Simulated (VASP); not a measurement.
Level of theory: PBE GGA, VASP's PBE PAW potentials (set 64) (plane waves; VASP).

Input for VASP

**KPOINTS**
```
Automatic mesh
0
Gamma
10 10 10
0 0 0
```

**POSCAR**
```
SrO
1.0
  0.0000000000   2.6025842495   2.6025842495
  2.6025842495   0.0000000000   2.6025842495
  2.6025842495   2.6025842495   0.0000000000
Sr O
1 1
Direct
  0.0000000000   0.0000000000   0.0000000000
  0.5000000000   0.5000000000   0.5000000000
```

### INCAR
```
EDIFF=1E-5
SYSTEM=SrO
EDIFFG=-0.03
IBRION=2
ENCUT=450
NELMIN=4
ALGO=Fast
ISMEAR=0   ! Gaussian
LREAL=.False.   ! projection in real space or not
NSW=20   ! most ionic steps
GGA=PE
LMAXMIX=4
LWAVE=.False.
NELM=100   ! most electronic steps
LCHARG=.False.
SIGMA=0.05   ! width (eV)
LASPH=.True.   ! aspherical one-centre terms
PREC=Normal
ISIF=2
```

POTCAR, in this order: Sr_sv O (PBE.64 set). Program: vasp_std.

Task: Predict the energy per atom (σ→0), band gap (on the k-mesh).

Result: 
```yaml
energy per atom (σ→0): -6029 meV/atom
band gap (on the k-mesh): 3.28 eV
```

**OSZICAR**
```
...
RMM:   9    -0.120546395023E+02    0.65350E-02   -0.93222E-02  1269   0.179E+00    0.442E-01
RMM:  10    -0.120585160459E+02   -0.38765E-02   -0.29074E-02  1316   0.782E-01    0.100E+00
RMM:  11    -0.120587430072E+02   -0.22696E-03   -0.54300E-03  1313   0.446E-01    0.169E-01
RMM:  12    -0.120589237218E+02   -0.18071E-03   -0.18235E-03  1345   0.211E-01    0.199E-01
RMM:  13    -0.120589523020E+02   -0.28580E-04   -0.71487E-04  1354   0.148E-01    0.502E-02
RMM:  14    -0.120589887494E+02   -0.36447E-04   -0.37431E-04  1213   0.728E-02    0.191E-02
RMM:  15    -0.120589984457E+02   -0.96964E-05   -0.91537E-05  1023   0.424E-02
   1 F= -.12058998E+02 E0= -.12058998E+02  d E =-.120590E+02
```

The compound is SrO in the rock salt structure. It was relaxed first.
